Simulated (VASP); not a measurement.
Input:

```
CELL_PARAMETERS angstrom
      0.00000     2.77191     2.77191
      2.77191     0.00000     2.77191
      2.77191     2.77191     0.00000
ATOMIC_POSITIONS crystal
  Ga 0.00000 0.00000 0.00000
  P  0.25000 0.25000 0.25000
```

Computed with PBEsol GGA, VASP's PBE PAW potentials (set 64) (plane waves; VASP 6.6.1). Settings: 520 eV cut-off, 8×8×8 Γ-centred mesh, Gaussian smearing of 0.050 eV, potentials Ga_d P.

Task: Give the stress tensor in GPa (positive for a compressed cell).

Result: 
```
-4.33   0.00   0.00
 0.00  -4.33   0.00
 0.00   0.00  -4.33
```
The pressure is its mean diagonal, -4.33 GPa.

The compound is GaP in the zinc blende structure. This cell is one point of a volume scan, at 1.06 of the reference volume.
